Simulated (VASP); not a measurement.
Here is the system:

```
Sr
1.0
    0.00000     2.97586     2.97586
    2.97586     0.00000     2.97586
    2.97586     2.97586     0.00000
Sr
1
Direct
  0.00000   0.00000   0.00000
```

Computed with PBE GGA, VASP's PBE PAW potentials (set 64) (plane waves; VASP). Run with 300 eV cut-off, 8×8×8 Γ-centred mesh, Fermi-Dirac smearing of 0.10 eV, potentials Sr_sv.

Give the energies of bands 5 to 8 at the high-symmetry points, in eV from the Fermi level.

| band | Γ | X | U | L | W |
|---|---|---|---|---|---|
| 5 | -3.74 | -0.72 | -0.15 | -1.17 | 0.01 |
| 6 | 2.36 | 0.28 | 0.20 | 0.09 | 0.63 |
| 7 | 2.36 | 1.12 | 0.87 | 2.19 | 0.63 |
| 8 | 2.36 | 5.00 | 3.50 | 2.19 | 2.33 |

It has no gap at this level: it comes out as a metal or semimetal.

The structure is a typed Sr crystal (Fm-3m). The cell was not relaxed at this level.
